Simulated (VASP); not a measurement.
```xyz
5
Lattice="4.1583 0.0000 0.0000 0.0000 4.1583 0.0000 0.0000 0.0000 4.1583" Properties=species:S:1:pos:R:3 pbc="T T T"
K      0.0000     0.0000     0.0000
Zn     2.0791     2.0791     2.0791
F      2.0791     0.0000     2.0791
F      0.0000     2.0791     2.0791
F      2.0791     2.0791     0.0000
```

These are vdW-DF2, VASP's PBE PAW potentials (set 64) (plane waves; VASP) values and carry that method's errors. Settings: 520 eV cut-off, Gaussian smearing of 0.050 eV, potentials K_sv Zn F.

Q: Estimate the band gap (along the path) with the smallest direct gap where there is one.

A: 
| Quantity | Result |
|---|---|
| band gap (along the path) | 3.61 eV |
| smallest direct gap (along the path) | 5.00 eV |

Total energies compare only between runs with the same potentials, cut-off and functional.

The compound is KZnF3 in the cubic perovskite structure. It was relaxed first, which changed the volume by +8 %.
